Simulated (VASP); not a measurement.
```xyz
1
Lattice="-1.5282 1.5282 1.5282 1.5282 -1.5282 1.5282 1.5282 1.5282 -1.5282" Properties=species:S:1:pos:R:3 pbc="T T T"
V      0.0000     0.0000     0.0000
```

Computed with PBE GGA, VASP's PBE PAW potentials (set 64) (plane waves; VASP 6.6.1). Numerical set-up: 300 eV cut-off, 20×20×20 Γ-centred mesh, Gaussian smearing of 0.14 eV, potentials V_sv.

At this cut-off the stress carries a Pulay error, which pulls relaxed volumes low.

Q: Give the stress tensor in GPa (positive for a compressed cell).

A: 
```
-9.83   0.00   0.00
 0.00  -9.83   0.00
 0.00   0.00  -9.83
```
The pressure is its mean diagonal, -9.83 GPa.

The structure comes from a computed database's V entry; how it stands against other phases isn't given here. The cell was not relaxed at this level. The run is not spin-polarised, so no magnetic state was tried.
